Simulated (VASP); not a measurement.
OSZICAR of a VASP run on TiTe (atoms displaced from the space group 186 structure):

OSZICAR:
```
       N       E                     dE             d eps       ncg     rms          rms(c)
DAV:   1     0.267661605000E+03    0.26766E+03   -0.13564E+04   528   0.108E+03
DAV:   2     0.131882039762E+02   -0.25447E+03   -0.24981E+03   476   0.351E+02
DAV:   3    -0.208501869501E+02   -0.34038E+02   -0.33795E+02   788   0.111E+02
DAV:   4    -0.243324609818E+02   -0.34823E+01   -0.34397E+01   640   0.285E+01
DAV:   5    -0.246578637191E+02   -0.32540E+00   -0.32521E+00   630   0.726E+00    0.113E+01
DAV:   6    -0.226026608202E+02    0.20552E+01   -0.49243E+01   626   0.395E+01    0.941E+00
DAV:   7    -0.247926843602E+02   -0.21900E+01   -0.52314E+01   640   0.229E+01    0.154E+01
DAV:   8    -0.216631821957E+02    0.31295E+01   -0.96727E+00   622   0.137E+01    0.394E+00
DAV:   9    -0.218138755493E+02   -0.15069E+00   -0.35459E+00   640   0.500E+00    0.463E+00
DAV:  10    -0.217052671662E+02    0.10861E+00   -0.12321E+00   604   0.364E+00    0.714E-01
DAV:  11    -0.217063080333E+02   -0.10409E-02   -0.86052E-02   628   0.143E+00    0.359E-01
DAV:  12    -0.217070289962E+02   -0.72096E-03   -0.95566E-03   634   0.496E-01    0.152E-01
DAV:  13    -0.217073493691E+02   -0.32037E-03   -0.14790E-03   612   0.183E-01    0.516E-02
DAV:  14    -0.217074062740E+02   -0.56905E-04   -0.53006E-04   572   0.750E-02    0.409E-02
DAV:  15    -0.217074299562E+02   -0.23682E-04   -0.38527E-04   626   0.650E-02    0.316E-02
DAV:  16    -0.217074295408E+02    0.41540E-06   -0.10764E-04   530   0.306E-02    0.468E-03
DAV:  17    -0.217074315434E+02   -0.20026E-05   -0.15640E-05   454   0.111E-02    0.217E-03
DAV:  18    -0.217074322317E+02   -0.68837E-06   -0.59467E-06   376   0.572E-03
   1 F= -.21707432E+02 E0= -.21660382E+02  d E =-.941015E-01
       N       E                     dE             ncg
       N       E                     dE             ncg
       N       E                     dE             ncg
       N       E                     dE             ncg
       N       E                     dE             ncg
       N       E                     dE             ncg
```

Problem. Which electronic solver shows in the log?

Solution. It is blocked Davidson (ALGO = Normal, or the opening steps of other solvers). The INCAR had ALGO = Normal.

Problem. Can the final energy be trusted as converged?

Solution. Self-consistency was reached. It stopped with EDIFF = 1E-6, NELM = 100 (PBE GGA, plane waves, VASP's PBE PAW potentials (set 64)).

The structure was generated: TiTe was put into an ordered model structure, which need not be its known phase. The cell was not relaxed at this level, atoms are displaced from their ideal sites. The k-mesh is coarse (spacing up to 0.52 per Å, 2π included), so the numbers may not be converged in it.
